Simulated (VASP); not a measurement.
Consider the following.

```xyz
2
Lattice="1.4564 -2.5226 0.0000 1.4564 2.5226 0.0000 0.0000 0.0000 2.8379" Properties=species:S:1:pos:R:3 pbc="T T T"
W      0.0000     0.0000     0.0000
C      1.4564     0.8409     1.4190
```

Calculation: r2SCAN+rVV10, VASP's PBE PAW potentials (set 64) (plane waves; VASP 6.6.1). Run with 520 eV cut-off, 16×16×14 Γ-centred mesh, tetrahedra with Blöchl corrections, potentials W_sv C.

Q: Give the energies of bands 6 to 12 at the high-symmetry points, in eV from the Fermi level.

A: 
```json
[
 {"band": "6", "Γ": "-4.42", "M": "-7.28", "K": "-6.78", "A": "-8.94", "L": "-6.66", "H": "-7.37"},
 {"band": "7", "Γ": "-3.43", "M": "-3.67", "K": "-4.66", "A": "-2.05", "L": "-4.43", "H": "-5.59"},
 {"band": "8", "Γ": "-3.43", "M": "-3.64", "K": "-3.52", "A": "-2.05", "L": "-4.32", "H": "-1.69"},
 {"band": "9", "Γ": "0.16", "M": "-0.47", "K": "0.79", "A": "-0.53", "L": "0.25", "H": "-0.68"},
 {"band": "10", "Γ": "3.44", "M": "2.53", "K": "1.05", "A": "-0.53", "L": "4.62", "H": "4.60"},
 {"band": "11", "Γ": "3.44", "M": "4.75", "K": "2.19", "A": "3.88", "L": "5.51", "H": "6.66"},
 {"band": "12", "Γ": "5.99", "M": "5.12", "K": "3.46", "A": "4.87", "L": "6.98", "H": "7.93"}
]
```

It has no gap at this level: it comes out as a metal or semimetal.

The compound is WC in the wc structure. It was relaxed first.
